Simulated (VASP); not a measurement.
VASP ran on this input.

KPOINTS:
```
Automatic mesh
0
Gamma
12 12 7
0 0 0
```

### INCAR
```
SYSTEM = Sr
PREC = Accurate; ENCUT = 300; LREAL = .FALSE.
LASPH = .TRUE.
EDIFF = 1E-6; NELM = 100; ALGO = Normal
LMAXMIX = 4
ISMEAR = 0; SIGMA = 0.272
GGA = PS
ISIF = 2
LWAVE = .FALSE.; LCHARG = .FALSE.
```

POSCAR:
```
Sr
1.0
  4.2586180000   0.0000000000   0.0000000000
 -2.1293090000   3.6880710000   0.0000000000
  0.0000000000   0.0000000000   6.9748190000
Sr
2
direct
  0.3308870000   0.6756040000   0.2521370000
  0.6691130000   0.3243960000   0.7478630000
```

POTCAR, in this order: Sr_sv (PBE.64 set). Program: vasp_std.

Task: Translate this PBEsol calculation to Ansatz.

Result: One equivalent input (not run):
Ansatz 0.2 input:
```yaml
crystal:
  lattice:
    - [4.2586180, 0.0000000, 0.0000000]
    - [-2.1293090, 3.6880710, 0.0000000]
    - [0.0000000, 0.0000000, 6.9748190]
  atoms:
    - { symbol: Sr, position: [0.3308870, 0.6756040, 0.2521370] }
    - { symbol: Sr, position: [0.6691130, 0.3243960, 0.7478630] }
kpoints:
  mp_grid: { grid: [12, 12, 7] }
hamiltonian:
  xc: pbesol
  pseudopotentials: { kind: paw }
scf:
  occupations: { method: gaussian, width: 0.272 }
  max_iter: 100
output: { forces: true, stress: true, eigenvalues: true }
```
The two are equivalent in intent, not identical: each code has its own PAW files, so the cut-off isn't converted (ENCUT is set for VASP's; basis.ecutwfc is left out, and Ansatz then takes the one that its files recommend); Ansatz stops its SCF on the density residual and VASP on the energy change (EDIFF).

The structure comes from a computed database's Sr entry; how it stands against other phases isn't given here. The cell was not relaxed at this level, atoms are displaced from their ideal sites.
